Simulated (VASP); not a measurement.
Given:

```xyz
8
Lattice="-0.0055 4.8642 4.8768 4.8642 -0.0055 4.8768 2.4294 2.4294 0.0000" Properties=species:S:1:pos:R:3 pbc="T T T"
In     4.8587     4.8587     9.7472
In     4.8582     7.2886     7.3165
In     7.2886     4.8582     7.3165
N      1.2147     1.2147     1.2201
N      3.5715     1.2872     3.7345
N      1.2872     3.5715     3.7345
N      3.6440     3.6440     5.9574
Ga     2.4294     2.4294     4.8639
```

The numbers are results of PBEsol GGA, VASP's PBE PAW potentials (set 64) (plane waves; VASP 6.6.1), not measurements. Run with 520 eV cut-off, 5×5×9 Γ-centred mesh, tetrahedra with Blöchl corrections, potentials In_d N Ga_d.

The cores are frozen, which limits the accuracy of field gradients.

Question: Give the principal components of the electric field gradient (V/Å²) and the asymmetry η at each nucleus.

Answer: 
| atom | Vxx | Vyy | Vzz | η |
|---|---|---|---|---|
| In1 | 23.3 | 4.8 | -28.1 | 0.66 |
| In2 | 16.2 | 16.1 | -32.3 | 0.01 |
| In3 | 16.2 | 16.1 | -32.3 | 0.01 |
| N4 | -0.5 | -0.1 | 0.6 | 0.55 |
| N5 | -5.7 | -5.6 | 11.3 | 0.01 |
| N6 | -5.7 | -5.6 | 11.3 | 0.01 |
| N7 | 8.2 | 3.3 | -11.5 | 0.43 |
| Ga8 | 12.1 | 10.5 | -22.6 | 0.07 |

The structure was generated: GaIn3N4 was put into an ordered model structure (Amm2), which need not be its known phase. It was relaxed first.
